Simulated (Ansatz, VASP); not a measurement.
# Na2Pd3: VASP beside Ansatz

The input INCAR:

```
SYSTEM = Na2Pd3
PREC = Accurate ; ENCUT = 600
EDIFF = 1E-6 ; ISMEAR = 0
SIGMA = 0.1 ; LREAL = .False.
LASPH = .True. ; NELM = 60
ALGO = Normal ; ISIF = 3
LWAVE = .False. ; LCHARG = .False.
GGA = PE ; IBRION = 2
NSW = 100 ; EDIFFG = -0.01
```

Contents of KPOINTS:

```
regular mesh
0
Gamma
  8 8 8
  0 0 0
```

Contents of POSCAR:

```
Na2Pd3
1.0
    4.8434139530      0.0000000000      0.0000000000
    0.0000000000      4.8434139530      0.0000000000
    0.0000000000      0.0000000000      4.8434139530
Na Pd
2 3
Direct
    0.5000000000      0.5000000000      0.5000000000
    0.0000000000      0.0000000000      0.0000000000
    0.5000000000      0.0000000000      0.0000000000
    0.0000000000      0.5000000000      0.0000000000
    0.0000000000      0.0000000000      0.5000000000
```

Input for Ansatz:

```yaml
crystal:
  lattice:
    - [4.843413953, 0.0, 0.0]
    - [0.0, 4.843413953, 0.0]
    - [0.0, 0.0, 4.843413953]
  atoms:
    - { symbol: Na, position: [0.5, 0.5, 0.5] }
    - { symbol: Na, position: [0.0, 0.0, 0.0] }
    - { symbol: Pd, position: [0.5, 0.0, 0.0] }
    - { symbol: Pd, position: [0.0, 0.5, 0.0] }
    - { symbol: Pd, position: [0.0, 0.0, 0.5] }
basis:
  ecutwfc: 420
kpoints:
  mp_grid: { grid: [8, 8, 8] }
hamiltonian:
  xc: pbe
scf:
  occupations: { method: gaussian, width: 0.1 }
output:
  forces: true
  stress: true
  eigenvalues: true
  write_density: true
  write_potential: true
  elf: true
  volumetric_format: npy
relax:
  adjacent_minimum: "off"
  f_tol: 0.01
  max_steps: 80
  cell: { stress_tol: 0.05 }
```

Alike in both runs: task relaxation of cell and atoms; functional PBE; k mesh 8 × 8 × 8; occupations gaussian, width 0.1 eV; no spin polarisation.

```csv
,VASP,Ansatz
version,VASP 6.6.1,Ansatz 0.2.0
potentials or method,"VASP PAW PBE potentials, release 64 (Na_pv, Pd)","scalar-relativistic, plane waves, PAW"
plane-wave cutoff (eV),600,420
valence electrons in the cell,44,72
```

```csv
,VASP,Ansatz,Ansatz less VASP
"gap on the k mesh at the Fermi level, each at its own relaxed structure (eV)",none,none,-
relaxed volume (Å³/atom),22.72,22.70,-0.024
relaxed cell length with the largest relative difference (Å),4.843,4.842,-0.0017
```

A gap of «none» marks a metal or a gap that the smearing closes. The two sets of potentials don't hold the same shells in valence.

Caveats: the relaxation stopped at its first step, so nothing moved.
